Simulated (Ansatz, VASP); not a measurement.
# Cross-check of Ti (Titanium) between VASP and Ansatz, part 2 of 2

Wanted: the spread between two codes on one cell, functional and k mesh. The cell is taken from a series of runs on this material, whose earlier steps may have relaxed, scaled, displaced or heated it; both programs get it as it stands.

VASP 6.6.1 and Ansatz 0.2.0.

So far: Starting point; Ansatz: zone-centre phonons, LDA.

### 3. VASP: zone-centre phonons, LDA

Level of this step: LDA; plane waves and PAW (Ti_sv) (VASP).

The same cell, functional (in two slightly different forms), mesh and smearing now go to VASP, with its own data sets.

Lines of VASP's logs that name or quote its potential files are left out, and so is its time.

INCAR

```
SYSTEM = Ti
PREC = Accurate
ENCUT = 500
EDIFF = 1E-08
NELM = 120
ISMEAR = 1
SIGMA = 0.2
LREAL = .FALSE.
ALGO = Normal
GGA = CA
NBANDS = 18
LASPH = .TRUE.
LORBIT = 11
LWAVE = .FALSE.
LCHARG = .FALSE.
ISIF = 2
IBRION = 8
GGA_COMPAT = .FALSE.
KPAR = 2
```

POSCAR

```
Ti
1.0
    2.8544580228      0.0000000000      0.0000000000
   -1.4272290114      2.4720331618      0.0000000000
    0.0000000000      0.0000000000      4.5793339153
Ti
2
Direct
    0.3333335745      0.6666664255      0.2500000000
    0.6666664255      0.3333335745      0.7500000000
```

KPOINTS

```
Automatic mesh
0
Gamma
18 18 12
0 0 0
```

PAW data sets: Ti_sv (LDA family, release 64).

Command:

```
$ mpirun -np 2 vasp_std
```

Numbers of over 12 decimals in the logs are rounded to 6 here.

Output:

```text
[banner, memory and clock lines left out]
running    2 mpi-ranks, on    1 nodes
 distrk:  each k-point on    1 cores,    2 groups
 distr:  one band on    1 cores,    1 groups

 POSCAR found type information on POSCAR Ti
 POSCAR found :  1 types and       2 ions
 LDA part: xc-table for (Slater(with rela. corr.)+CA(PZ))
 , standard interpolation
 POSCAR, INCAR and KPOINTS ok, starting setup
 FFT: planning ... GRIDC
 FFT: planning ... GRID_SOFT
 FFT: planning ... GRID
 WAVECAR not read
 entering main loop
       N       E                     dE             d eps       ncg     rms          rms(c)
DAV:   1     0.253039528825E+03    0.25304E+03   -0.12950E+04  9348   0.163E+03
DAV:   2     0.102664610915E+02   -0.24277E+03   -0.23965E+03  9498   0.450E+02
DAV:   3    -0.178644295133E+02   -0.28131E+02   -0.27793E+02 17508   0.126E+02
DAV:   4    -0.189766272901E+02   -0.11122E+01   -0.11108E+01 10688   0.261E+01
DAV:   5    -0.190257706820E+02   -0.49143E-01   -0.49135E-01 14272   0.404E+00    0.124E+01
DAV:   6    -0.171002616042E+02    0.19255E+01   -0.69102E+00 10994   0.275E+01    0.329E+00
DAV:   7    -0.170781352190E+02    0.22126E-01   -0.75612E-01 14180   0.639E+00    0.204E+00
DAV:   8    -0.171053260982E+02   -0.27191E-01   -0.23048E-01 10692   0.600E+00    0.755E-01
DAV:   9    -0.170961729710E+02    0.91531E-02   -0.49201E-02 10756   0.252E+00    0.822E-02
DAV:  10    -0.170966512504E+02   -0.47828E-03   -0.31882E-03 13652   0.374E-01    0.922E-02
DAV:  11    -0.170966648197E+02   -0.13569E-04   -0.20218E-04 11942   0.126E-01    0.406E-02
DAV:  12    -0.170966547127E+02    0.10107E-04   -0.40062E-05 11012   0.614E-02    0.442E-03
DAV:  13    -0.170966542623E+02    0.45042E-06   -0.27276E-06 13648   0.127E-02    0.279E-03
DAV:  14    -0.170966545414E+02   -0.27917E-06   -0.54505E-07 10190   0.681E-03    0.898E-04
DAV:  15    -0.170966545280E+02    0.13456E-07   -0.60910E-08 11032   0.160E-03    0.127E-04
DAV:  16    -0.170966545275E+02    0.43428E-09   -0.15699E-09  5328   0.347E-04
   1 F= -.17096655E+02 E0= -.17097882E+02  d E =0.368171E-02
 Linear response reoptimize wavefunctions to high precision
DAV:   1    -0.170966545287E+02   -0.11564E-08   -0.41100E-10  5758   0.187E-04
DAV:   2    -0.170966545287E+02   -0.81855E-11   -0.10368E-10  5204   0.879E-05
 Linear response DOF=           2
 Linear response progress:
  Degree of freedom:   1/  2
       N       E                     dE             d eps       ncg     rms          rms(c)
 HAMIL_LR internal error: the vector H(1)-e(1) S(1) |phi(0)> is not orthogonal t
 o |phi(0)>         261           9 -4.940455471075728E-004
 HAMIL_LR internal error: the vector H(1)-e(1) S(1) |phi(0)> is not orthogonal t
 o |phi(0)>         261          10 -2.995552905175614E-004
 HAMIL_LR internal error: the vector H(1)-e(1) S(1) |phi(0)> is not orthogonal t
 o |phi(0)>         260           1  1.804944929523773E-004
 HAMIL_LR internal error: the vector H(1)-e(1) S(1) |phi(0)> is not orthogonal t
 o |phi(0)>         260           2  1.894382956778157E-004
 HAMIL_LR internal error: the vector H(1)-e(1) S(1) |phi(0)> is not orthogonal t
 o |phi(0)>         261          15 -1.258141739900846E-004
 HAMIL_LR internal error: the vector H(1)-e(1) S(1) |phi(0)> is not orthogonal t
 o |phi(0)>         261          16 -1.044865225318936E-004
 HAMIL_LR internal error: the vector H(1)-e(1) S(1) |phi(0)> is not orthogonal t
 o |phi(0)>         261          17 -1.631922617069612E-004
 HAMIL_LR internal error: the vector H(1)-e(1) S(1) |phi(0)> is not orthogonal t
 o |phi(0)>         260           9 -1.001127059307596E-003
 HAMIL_LR internal error: the vector H(1)-e(1) S(1) |phi(0)> is not orthogonal t
 o |phi(0)>         260          10 -6.204884934029320E-004
 HAMIL_LR internal error: the vector H(1)-e(1) S(1) |phi(0)> is not orthogonal t
 o |phi(0)>         260          11 -1.357309407361007E-004
 HAMIL_LR internal error: the vector H(1)-e(1) S(1) |phi(0)> is not orthogonal t
 o |phi(0)>         260          13 -1.940648815915158E-004
 HAMIL_LR internal error: the vector H(1)-e(1) S(1) |phi(0)> is not orthogonal t
 o |phi(0)>         260          14 -1.262124050319391E-004
 HAMIL_LR internal error: the vector H(1)-e(1) S(1) |phi(0)> is not orthogonal t
 o |phi(0)>         260          15 -1.914324270745338E-004
 HAMIL_LR internal error: the vector H(1)-e(1) S(1) |phi(0)> is not orthogonal t
 o |phi(0)>         260          16 -2.101043404722849E-004
 HAMIL_LR internal error: the vector H(1)-e(1) S(1) |phi(0)> is not orthogonal t
 o |phi(0)>         263           9 -4.716988815897196E-004
 HAMIL_LR internal error: the vector H(1)-e(1) S(1) |phi(0)> is not orthogonal t
 o |phi(0)>         263          10 -2.562010827286548E-004
 HAMIL_LR internal error: the vector H(1)-e(1) S(1) |phi(0)> is not orthogonal t
 o |phi(0)>         260          18 -2.218069148814186E-004
 HAMIL_LR internal error: the vector H(1)-e(1) S(1) |phi(0)> is not orthogonal t
[...]
HAMIL_LR internal error: the vector H(1)-e(1) S(1) |phi(0)> is not orthogonal t
 o |phi(0)>         366          12 -1.094742747248523E-004
 HAMIL_LR internal error: the vector H(1)-e(1) S(1) |phi(0)> is not orthogonal t
 o |phi(0)>         382          13 -1.519245926457843E-004
 HAMIL_LR internal error: the vector H(1)-e(1) S(1) |phi(0)> is not orthogonal t
[...]
o |phi(0)>         387          13 -1.509150145440064E-004
 HAMIL_LR internal error: the vector H(1)-e(1) S(1) |phi(0)> is not orthogonal t
 o |phi(0)>         382          13 -1.519245670425114E-004
 HAMIL_LR internal error: the vector H(1)-e(1) S(1) |phi(0)> is not orthogonal t
 o |phi(0)>         391          13 -1.777174355155342E-004
 HAMIL_LR internal error: the vector H(1)-e(1) S(1) |phi(0)> is not orthogonal t
 o |phi(0)>         391          14  1.085065443592326E-004
 HAMIL_LR internal error: the vector H(1)-e(1) S(1) |phi(0)> is not orthogonal t
 o |phi(0)>         388          10  1.059336252923690E-004
 HAMIL_LR internal error: the vector H(1)-e(1) S(1) |phi(0)> is not orthogonal t
 o |phi(0)>         390          13 -1.128968405841313E-004
RMM:  24    -0.630765513594E+00   -0.30651E-07   -0.75702E-07 36741   0.472E-04    0.211E-05
 HAMIL_LR internal error: the vector H(1)-e(1) S(1) |phi(0)> is not orthogonal t
 o |phi(0)>         279          18  1.294779172710259E-004
 HAMIL_LR internal error: the vector H(1)-e(1) S(1) |phi(0)> is not orthogonal t
 o |phi(0)>         283          11 -1.140729446840322E-004
 HAMIL_LR internal error: the vector H(1)-e(1) S(1) |phi(0)> is not orthogonal t
 o |phi(0)>         285           9  1.042664639990688E-004
 HAMIL_LR internal error: the vector H(1)-e(1) S(1) |phi(0)> is not orthogonal t
 o |phi(0)>         285          10 -1.307593350118874E-004
 HAMIL_LR internal error: the vector H(1)-e(1) S(1) |phi(0)> is not orthogonal t
 o |phi(0)>         286          10 -1.000987877008558E-004
 HAMIL_LR internal error: the vector H(1)-e(1) S(1) |phi(0)> is not orthogonal t
 o |phi(0)>         300          18  1.010217839012006E-004
 HAMIL_LR internal error: the vector H(1)-e(1) S(1) |phi(0)> is not orthogonal t
 o |phi(0)>         313          10 -1.409644401870434E-004
 HAMIL_LR internal error: the vector H(1)-e(1) S(1) |phi(0)> is not orthogonal t
 o |phi(0)>         310          11 -1.193892912817601E-004
 HAMIL_LR internal error: the vector H(1)-e(1) S(1) |phi(0)> is not orthogonal t
 o |phi(0)>         355          13 -1.290942735606704E-004
 HAMIL_LR internal error: the vector H(1)-e(1) S(1) |phi(0)> is not orthogonal t
 o |phi(0)>         361          10  1.003142855296735E-004
 HAMIL_LR internal error: the vector H(1)-e(1) S(1) |phi(0)> is not orthogonal t
 o |phi(0)>         360          13 -1.055809991689083E-004
 HAMIL_LR internal error: the vector H(1)-e(1) S(1) |phi(0)> is not orthogonal t
 o |phi(0)>         366          12 -1.094741770686358E-004
 HAMIL_LR internal error: the vector H(1)-e(1) S(1) |phi(0)> is not orthogonal t
 o |phi(0)>         381          13 -1.016742840092011E-004
 HAMIL_LR internal error: the vector H(1)-e(1) S(1) |phi(0)> is not orthogonal t
 o |phi(0)>         387          13 -1.509149205317639E-004
 HAMIL_LR internal error: the vector H(1)-e(1) S(1) |phi(0)> is not orthogonal t
 o |phi(0)>         391          13 -1.777173237174912E-004
 HAMIL_LR internal error: the vector H(1)-e(1) S(1) |phi(0)> is not orthogonal t
 o |phi(0)>         391          14  1.085064773014288E-004
 HAMIL_LR internal error: the vector H(1)-e(1) S(1) |phi(0)> is not orthogonal t
 o |phi(0)>         382          13 -1.519244724898783E-004
 HAMIL_LR internal error: the vector H(1)-e(1) S(1) |phi(0)> is not orthogonal t
 o |phi(0)>         388          10  1.059335559182306E-004
 HAMIL_LR internal error: the vector H(1)-e(1) S(1) |phi(0)> is not orthogonal t
 o |phi(0)>         390          13 -1.128967717034524E-004
RMM:  25    -0.630765587403E+00   -0.73809E-07   -0.42044E-07 32854   0.451E-04    0.182E-05
 HAMIL_LR internal error: the vector H(1)-e(1) S(1) |phi(0)> is not orthogonal t
 o |phi(0)>         279          18  1.294779021674686E-004
 HAMIL_LR internal error: the vector H(1)-e(1) S(1) |phi(0)> is not orthogonal t
 o |phi(0)>         286          10 -1.000987777061285E-004
 HAMIL_LR internal error: the vector H(1)-e(1) S(1) |phi(0)> is not orthogonal t
 o |phi(0)>         283          11 -1.140729329518683E-004
 HAMIL_LR internal error: the vector H(1)-e(1) S(1) |phi(0)> is not orthogonal t
 o |phi(0)>         285           9  1.042664533862370E-004
 HAMIL_LR internal error: the vector H(1)-e(1) S(1) |phi(0)> is not orthogonal t
 o |phi(0)>         285          10 -1.307593222834025E-004
 HAMIL_LR internal error: the vector H(1)-e(1) S(1) |phi(0)> is not orthogonal t
 o |phi(0)>         300          18  1.010217694461246E-004
 HAMIL_LR internal error: the vector H(1)-e(1) S(1) |phi(0)> is not orthogonal t
 o |phi(0)>         310          11 -1.193892792615836E-004
 HAMIL_LR internal error: the vector H(1)-e(1) S(1) |phi(0)> is not orthogonal t
 o |phi(0)>         313          10 -1.409644268902648E-004
 HAMIL_LR internal error: the vector H(1)-e(1) S(1) |phi(0)> is not orthogonal t
 o |phi(0)>         360          13 -1.055809910581323E-004
 HAMIL_LR internal error: the vector H(1)-e(1) S(1) |phi(0)> is not orthogonal t
 o |phi(0)>         355          13 -1.290942632790337E-004
 HAMIL_LR internal error: the vector H(1)-e(1) S(1) |phi(0)> is not orthogonal t
 o |phi(0)>         366          12 -1.094741666215482E-004
 HAMIL_LR internal error: the vector H(1)-e(1) S(1) |phi(0)> is not orthogonal t
 o |phi(0)>         361          10  1.003142762177334E-004
 HAMIL_LR internal error: the vector H(1)-e(1) S(1) |phi(0)> is not orthogonal t
 o |phi(0)>         382          13 -1.519244598536598E-004
 HAMIL_LR internal error: the vector H(1)-e(1) S(1) |phi(0)> is not orthogonal t
 o |phi(0)>         388          10  1.059335461262509E-004
 HAMIL_LR internal error: the vector H(1)-e(1) S(1) |phi(0)> is not orthogonal t
 o |phi(0)>         381          13 -1.016742754063604E-004
 HAMIL_LR internal error: the vector H(1)-e(1) S(1) |phi(0)> is not orthogonal t
 o |phi(0)>         390          13 -1.128967625189103E-004
 HAMIL_LR internal error: the vector H(1)-e(1) S(1) |phi(0)> is not orthogonal t
 o |phi(0)>         387          13 -1.509149079311767E-004
 HAMIL_LR internal error: the vector H(1)-e(1) S(1) |phi(0)> is not orthogonal t
 o |phi(0)>         391          13 -1.777173086190964E-004
 HAMIL_LR internal error: the vector H(1)-e(1) S(1) |phi(0)> is not orthogonal t
 o |phi(0)>         391          14  1.085064681553422E-004
RMM:  26    -0.630765610569E+00   -0.23166E-07   -0.44514E-07 36471   0.423E-04    0.196E-05
 first order change of Fermi-energy  -0.17600E-03
 force on displaced ion       1 direction 3 :  -0.000   0.000  -3.404
 Linear response finished
```

OUTCAR, selected parts (step 3):

```text
ion  position               nearest neighbor table
   1  0.333  0.667  0.250-   2 2.82   2 2.82   2 2.82   2 2.82   2 2.82   2 2.82
   2  0.667  0.333  0.750-   1 2.82   1 2.82   1 2.82   1 2.82   1 2.82   1 2.82

  LATTYP: Found a hexagonal cell.
 ALAT       =     2.8544580228
 C/A-ratio  =     1.6042743942

 Subroutine GETGRP returns: Found 24 space group operations
 (whereof 12 operations were pure point group operations)

The static configuration has the point symmetry D_3d.
 The point group associated with its full space group is D_6h.

 Found    259 irreducible k-points:

   k-points           NKPTS =    259   k-points in BZ     NKDIM =    259   number of bands    NBANDS=     18

   dimension x,y,z NGX =    24 NGY =   24 NGZ =   36
   dimension x,y,z NGXF=    48 NGYF=   48 NGZF=   72

   ENCUT  =  500.0 eV  36.75 Ry    6.06 a.u.   5.20  5.20  8.35*2*pi/ulx,y,z

   NELECT =      24.0000    total number of electrons

 k-points in reciprocal lattice and weights: Automatic mesh
   0.00000000  0.00000000  0.00000000       0.000
   0.05555556  0.00000000  0.00000000       0.002
   0.11111111  0.00000000  0.00000000       0.002
   0.16666667 -0.00000000  0.00000000       0.002
   0.22222222 -0.00000000  0.00000000       0.002
   0.27777778  0.00000000  0.00000000       0.002
   0.33333333  0.00000000  0.00000000       0.002
   0.38888889  0.00000000  0.00000000       0.002
   0.44444444 -0.00000000  0.00000000       0.002
[...]
0.33333333  0.27777778  0.50000000       0.003
   0.33333333  0.33333333  0.50000000       0.001

 average (electrostatic) potential at core
       1 -71.6281       2 -71.6281

  Total       -0.0475785     -0.0475785     -0.3358751      0.0000000     -0.0000000      0.0000000
  in kB       -2.3590702     -2.3590702    -16.6536012      0.0000000     -0.0000000      0.0000000
  external PRESSURE =      -7.1239139 kB  Pullay stress =       0.0000000 kB

  energy-cutoff  :      500.00
  volume of cell :       32.31
      direct lattice vectors                 reciprocal lattice vectors
     2.854458023  0.000000000  0.000000000     0.350329202  0.202262659  0.000000000
    -1.427229011  2.472033162  0.000000000     0.000000000  0.404525318  0.000000000
     0.000000000  0.000000000  4.579333915     0.000000000  0.000000000  0.218372370

 POSITION                                       TOTAL-FORCE (eV/Angst)
 -----------------------------------------------------------------------------------
      0.00000      1.64802      1.14483         0.000000     -0.000000      0.000000
      1.42723      0.82401      3.43450        -0.000000      0.000000      0.000000
 -----------------------------------------------------------------------------------
    total drift:                               -0.000657      0.000379     -0.000012

 Eigenvectors and eigenvalues of the dynamical matrix
 ----------------------------------------------------

   1 f  =    5.895281 THz    37.041142 2PiTHz  196.645400 cm-1    24.380911 meV
             X         Y         Z           dx          dy          dz
      0.000001  1.648022  1.144833    -0.000000    0.000000    0.707107
      1.427228  0.824012  3.434500     0.000000   -0.000000   -0.707107

   2 f  =    3.385301 THz    21.270476 2PiTHz  112.921502 cm-1    14.000476 meV
             X         Y         Z           dx          dy          dz
      0.000001  1.648022  1.144833     0.000000   -0.707107   -0.000000
      1.427228  0.824012  3.434500     0.000000    0.707107   -0.000000

   3 f  =    3.385301 THz    21.270476 2PiTHz  112.921502 cm-1    14.000476 meV
             X         Y         Z           dx          dy          dz
      0.000001  1.648022  1.144833     0.707107    0.000000    0.000000
      1.427228  0.824012  3.434500    -0.707107   -0.000000    0.000000

   4 f  =    0.000000 THz     0.000000 2PiTHz    0.000002 cm-1     0.000000 meV
             X         Y         Z           dx          dy          dz
      0.000001  1.648022  1.144833    -0.000000   -0.113266    0.697976
      1.427228  0.824012  3.434500     0.000000   -0.113266    0.697976

   5 f  =    0.000000 THz     0.000000 2PiTHz    0.000000 cm-1     0.000000 meV
             X         Y         Z           dx          dy          dz
      0.000001  1.648022  1.144833     0.707107    0.000000   -0.000000
      1.427228  0.824012  3.434500     0.707107   -0.000000    0.000000

   6 f/i=    0.000000 THz     0.000000 2PiTHz    0.000002 cm-1     0.000000 meV
             X         Y         Z           dx          dy          dz
      0.000001  1.648022  1.144833     0.000000    0.697976    0.113266
      1.427228  0.824012  3.434500     0.000000    0.697976    0.113266

 ELASTIC MODULI CONTR FROM IONIC RELAXATION (kBar)
 Direction    XX          YY          ZZ          XY          YZ          ZX
 --------------------------------------------------------------------------------
 XX        -152.2373    152.2373      0.0000     -0.0000     -0.0000      0.0000
 YY         152.2373   -152.2373     -0.0000      0.0000      0.0000      0.0000
 ZZ           0.0000     -0.0000     -0.0000      0.0000      0.0000      0.0000
 XY          -0.0000      0.0000      0.0000   -152.2373     -0.0000      0.0000
 YZ          -0.0000      0.0000      0.0000     -0.0000     -0.0000      0.0000
 ZX           0.0000      0.0000      0.0000      0.0000      0.0000      0.0000
 --------------------------------------------------------------------------------
```

### 4. Comparison

Known differences besides the potentials themselves: the two LDA forms differ slightly; the cutoff is 420 eV in Ansatz and 500 eV in VASP; VASP's log shows a relativistic correction to its local exchange, Ansatz's none. Total energies have different zeros and are not compared.

Both answers:

| quantity | Ansatz | VASP | difference |
| --- | --- | --- | --- |
| optical mode 1 to 2 (cm⁻¹) | 112.9 | 112.9 | -0.05 % |
| optical mode 3 (cm⁻¹) | 195.1 | 196.6 | -0.78 % |

Modes are paired by rising frequency, not by their patterns, so a pair may set unlike modes beside each other; they are those without the splitting of longitudinal modes.

### 5. Summary of results

| Property | Result |
| --- | --- |
| r.m.s. difference of the optical zone-centre modes, each program's sorted by frequency (zone-centre phonons, LDA) | 0.88 cm⁻¹ |
| difference in optical mode 3 (zone-centre phonons, LDA) | -0.8 % |

The r.m.s. difference of the optical zone-centre modes, each program's sorted by frequency is 0.88 cm⁻¹ (zone-centre phonons, LDA). Among the rows given in per cent, the largest difference of the zone-centre phonons, LDA pair is in optical mode 3, -0.8 %. How closely two codes agree says nothing of how well the functional describes the real material.

[Lines on the potential files, build, host, timing and source positions are cut from VASP's logs without a mark.]

[Logs are printed without paths, hosts, clocks, repeated set-up lines and the standing remarks that a program may print on its own settings, such as how far it seeks lower states.]

[Hosts, paths, dates, database ids (printed as entryN), source tags and the programs' standing remarks are cut or masked in the printed files.]
